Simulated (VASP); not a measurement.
# Dysprosium: cell size and functional, part 2 of 2

How much does the relaxed cell of Dysprosium depend on the functional? The starting structure is a measured crystal structure from the Crystallography Open Database.

VASP 6.6.1.

Results so far: PBEsol 30.02 Å³ an atom; r2SCAN 32.04 Å³ an atom.

## 4. Relaxation with PBE

Level of this step: PBE, zero-moment start, 4f electrons in the core; plane waves and PAW (Dy_3) (VASP).

PBE, the usual starting point, adds the gradient of the density. This run starts from the cell of an earlier relaxation, which isn't shown; the restart sets up the plane waves anew.

INCAR

```
SYSTEM = Dy
PREC = Accurate
ENCUT = 520
EDIFF = 1E-07
NELM = 100
ISMEAR = 1
SIGMA = 0.15
LREAL = .FALSE.
ALGO = Normal
GGA = PE
NBANDS = 16
ISPIN = 2
MAGMOM = 0 0
LASPH = .TRUE.
LMAXMIX = 6
LORBIT = 11
LWAVE = .FALSE.
LCHARG = .FALSE.
KPAR = 4
IBRION = 2
NSW = 50
ISIF = 3
EDIFFG = -0.005
```

POSCAR

```
Dy
1.0
    3.6211238832      0.0000000000      0.0000000000
   -1.8105619416      3.1359852731      0.0000000000
    0.0000000000      0.0000000000      5.6183709308
Dy
2
Direct
    0.6666666667      0.3333333333      0.7500000000
    0.3333333333      0.6666666667      0.2500000000
```

KPOINTS

```
Automatic mesh
0
Gamma
16 16 8
0 0 0
```

Potentials, in the order of the species: Dy_3 (PBE family, release 64).

On the command line:

```sh
mpirun -np 4 vasp_std
```

The program printed:

```text
[banner, memory and clock lines left out]
running    4 mpi-ranks, on    1 nodes
[...]
LDA part: xc-table for (Slater+PW92), standard interpolation
 POSCAR, INCAR and KPOINTS ok, starting setup
[...]
entering main loop
       N       E                     dE             d eps       ncg     rms          rms(c)
DAV:   1     0.520129585927E+02    0.52013E+02   -0.84686E+03  9616   0.101E+03
DAV:   2    -0.632812672659E+01   -0.58341E+02   -0.56677E+02  9728   0.274E+02
DAV:   3    -0.899791311523E+01   -0.26698E+01   -0.25305E+01 14200   0.350E+01
DAV:   4    -0.905959104894E+01   -0.61678E-01   -0.61534E-01 10448   0.607E+00
[...]
DAV:  12    -0.907016314288E+01   -0.46344E-06   -0.16442E-06 12560   0.861E-03    0.770E-04
DAV:  13    -0.907016324396E+01   -0.10109E-06   -0.88408E-08  8488   0.275E-03    0.116E-03
DAV:  14    -0.907016321796E+01    0.25999E-07   -0.15261E-08  7272   0.152E-03
   1 F= -.90701632E+01 E0= -.90714778E+01  d E =-.907016E+01  mag=    -0.0000
[...]
reached required accuracy - stopping structural energy minimisation
```

Elapsed: 58 s, on 4 MPI ranks of Intel Xeon Platinum 8488C (Sapphire Rapids), shared host; peak memory 1.4 GiB; 3 min of CPU time.

Parts of OUTCAR (step 4):

```text
  Total       -0.0062375     -0.0062375     -0.0021196      0.0000000      0.0000000      0.0000000
  in kB       -0.1566355     -0.1566355     -0.0532280      0.0000000      0.0000000      0.0000000
  external PRESSURE =      -0.1221664 kB  Pullay stress =       0.0000000 kB

 POSITION                                       TOTAL-FORCE (eV/Angst)
 -----------------------------------------------------------------------------------
      1.81056      1.04533      4.21378        -0.000000     -0.000000      0.000000
     -0.00000      2.09066      1.40459         0.000000      0.000000      0.000000
 -----------------------------------------------------------------------------------
    total drift:                               -0.000000      0.000000     -0.000000

  FREE ENERGIE OF THE ION-ELECTRON SYSTEM (eV)
  ---------------------------------------------------
  free  energy   TOTEN  =        -9.0701632180 eV

  energy  without entropy=       -9.0741069192  energy(sigma->0) =       -9.07147779

 magnetization (x)
# of ion       s       p       d       tot
------------------------------------------
    1        0.000   0.000  -0.000   0.000
    2        0.000   0.000  -0.000   0.000
--------------------------------------------------
tot          0.000   0.000  -0.000   0.000

[... 2 parts as in an earlier step ...]

[... 2 further parts left out ...]
[key lines of the parts left out:]
E-fermi :   3.0898
```

With PBE the relaxed cell holds 31.901 Å³ an atom, +1.19 % against the measured cell, with a = 3.621 Å and c = 5.618 Å. That is +6.27 % from PBEsol.

## 5. Relaxation with LDA

LDA, the lowest rung, knows the local density alone. This run starts from the cell of an earlier relaxation, which isn't shown; the restart sets up the plane waves anew.

Edit INCAR of step 4 so:

```diff
@@ -9,3 +9,3 @@
 ALGO = Normal
-GGA = PE
+GGA = CA
 NBANDS = 16
```

POSCAR

```
Dy
1.0
    3.4669981666      0.0000000000      0.0000000000
   -1.7334990833      3.0025084872      0.0000000000
    0.0000000000      0.0000000000      5.4631272787
Dy
2
Direct
    0.6666666667      0.3333333333      0.7500000000
    0.3333333333      0.6666666667      0.2500000000
```

KPOINTS is that of step 4.

On the command line:

```sh
mpirun -np 4 vasp_std
```

The program printed:

```text
[banner, memory and clock lines left out]
running    4 mpi-ranks, on    1 nodes
[...]
[... a notice as in an earlier step ...]

 LDA part: xc-table for (Slater(with rela. corr.)+CA(PZ))
 , standard interpolation
 POSCAR, INCAR and KPOINTS ok, starting setup
[...]
entering main loop
       N       E                     dE             d eps       ncg     rms          rms(c)
DAV:   1     0.533894810746E+02    0.53389E+02   -0.84864E+03  9600   0.103E+03
DAV:   2    -0.769968363561E+01   -0.61089E+02   -0.59272E+02  9704   0.281E+02
DAV:   3    -0.103471966162E+02   -0.26475E+01   -0.25012E+01 14096   0.356E+01
DAV:   4    -0.104039094746E+02   -0.56713E-01   -0.56512E-01 10384   0.586E+00
[...]
DAV:  11    -0.104122459407E+02   -0.39822E-06   -0.11627E-06 13656   0.884E-03    0.120E-02
DAV:  12    -0.104122457359E+02    0.20485E-06   -0.55158E-07 11672   0.496E-03    0.169E-03
DAV:  13    -0.104122457354E+02    0.51364E-09   -0.70825E-08  7456   0.237E-03
   1 F= -.10412246E+02 E0= -.10412347E+02  d E =-.104122E+02  mag=     0.0000
[...]
reached required accuracy - stopping structural energy minimisation
```

It took 51 s on 4 MPI ranks; peak memory 1.2 GiB; 2.7 min of CPU time.

Parts of OUTCAR (step 5):

```text
  Total       -0.0008877     -0.0008877     -0.0064651      0.0000000      0.0000000      0.0000000
  in kB       -0.0250096     -0.0250096     -0.1821411      0.0000000      0.0000000      0.0000000
  external PRESSURE =      -0.0773867 kB  Pullay stress =       0.0000000 kB

 POSITION                                       TOTAL-FORCE (eV/Angst)
 -----------------------------------------------------------------------------------
      1.73350      1.00084      4.09735         0.000000      0.000000      0.000000
     -0.00000      2.00167      1.36578        -0.000000      0.000000      0.000000
 -----------------------------------------------------------------------------------
    total drift:                                0.000000     -0.000000      0.000000

  FREE ENERGIE OF THE ION-ELECTRON SYSTEM (eV)
  ---------------------------------------------------
  free  energy   TOTEN  =       -10.4122457354 eV

  energy  without entropy=      -10.4125484986  energy(sigma->0) =      -10.41234666

[... 3 parts as in an earlier step ...]

[... 2 further parts left out ...]
[key lines of the parts left out:]
E-fermi :   3.4173
```

With LDA the relaxed cell holds 28.435 Å³ an atom, -9.80 % against the measured cell, with a = 3.467 Å and c = 5.463 Å. That is -5.28 % from PBEsol.

## 6. Comparison

| level | volume (Å³/atom) | against the measured cell (%) | a (Å) | c (Å) | pressure left (GPa) | core minutes |
| --- | --- | --- | --- | --- | --- | --- |
| PBEsol | 30.019 | -4.78 | 3.5436 | 5.521 | 0.01 | 17.5 |
| r2SCAN | 32.037 | 1.62 | 3.6378 | 5.5908 | 0.0 | 71.6 |
| PBE | 31.901 | 1.19 | 3.6211 | 5.6184 | -0.01 | 16.3 |
| LDA | 28.435 | -9.8 | 3.467 | 5.4631 | -0.01 | 20.5 |

Core minutes are wall time times ranks, summed over the relaxations behind a row (those for a bulk modulus apart), on shared hosts.

## 7. Summary of results

```json
{
 "volume, PBEsol": "30.02 Å³/atom",
 "volume, r2SCAN": "32.04 Å³/atom",
 "volume, PBE": "31.90 Å³/atom",
 "volume, LDA": "28.43 Å³/atom"
}
```

What this shows: Across 4 levels the volume of Dysprosium spans 12.7 %, from 28.43 Å³ an atom (LDA) to 32.04 Å³ (r2SCAN). Against the measured volume of the starting structure, PBE comes nearest (+1.2 %) and LDA lies farthest (-9.8 %). The measured cell holds zero-point expansion and, unless it was taken cold, thermal expansion, which the runs lack, so small differences decide nothing. All runs keep the symmetry of the start, so they can't find a distortion of lower symmetry.

[Lines on the potential files, build, host, timing and source positions are cut from VASP's logs without a mark.]

[Logs are printed without paths, hosts, clocks, repeated set-up lines and the standing remarks that a program may print on its own settings, such as how far it seeks lower states.]

[Hosts, paths, dates, database ids (printed as entryN), source tags and the programs' standing remarks are cut or masked in the printed files.]
